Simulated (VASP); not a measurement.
A VASP calculation is set up with these files.

**KPOINTS**
```
Automatic mesh
0
Gamma
16 16 9
0 0 0
```

INCAR:
```
SYSTEM = Os
PREC = Accurate
ENCUT = 500
EDIFF = 1E-6
NELM = 100
ALGO = Normal
LREAL = .FALSE.
LASPH = .TRUE.
ISMEAR = 1
SIGMA = 0.1
GGA = PS
LMAXMIX = 6
LWAVE = .FALSE.
LCHARG = .FALSE.
IBRION = 2
ISIF = 3
NSW = 40
EDIFFG = -0.02
PSTRESS = 300
```

### POSCAR
```
Os
1.0
  1.3365682376  -2.3150036823   0.0000000000
  1.3365682376   2.3150036823   0.0000000000
  0.0000000000   0.0000000000   4.2363799962
Os
2
Direct
  0.3333330000   0.6666670000   0.2500000000
  0.6666670000   0.3333330000   0.7500000000
```

POTCAR, in this order: Os (PBE.64 set). Program: vasp_std.

**Question.** Translate this PBEsol calculation to Ansatz.

**Answer.** One equivalent input (not run):
Ansatz 0.2 input:
```yaml
crystal:
  lattice:
    - [1.3365682, -2.3150037, 0.0000000]
    - [1.3365682, 2.3150037, 0.0000000]
    - [0.0000000, 0.0000000, 4.2363800]
  atoms:
    - { symbol: Os, position: [0.3333330, 0.6666670, 0.2500000] }
    - { symbol: Os, position: [0.6666670, 0.3333330, 0.7500000] }
kpoints:
  mp_grid: { grid: [16, 16, 9] }
hamiltonian:
  xc: pbesol
  pseudopotentials: { kind: paw }
scf:
  occupations: { method: methfessel_paxton, width: 0.1 }
  max_iter: 100
relax:
  max_steps: 40
  f_tol: 0.02
  cell: { p_target: 30 }
output: { forces: true, stress: true, eigenvalues: true }
```
The two are equivalent in intent, not identical: each code has its own PAW files, so the cut-off isn't converted (ENCUT is set for VASP's; basis.ecutwfc is left out, and Ansatz then takes the one that its files recommend); Ansatz stops its SCF on the density residual and VASP on the energy change (EDIFF).

The compound is Os in the hcp structure. This run relaxes it under an external pressure of 30 GPa. Symmetry was kept, so distortions that lower it aren't found.
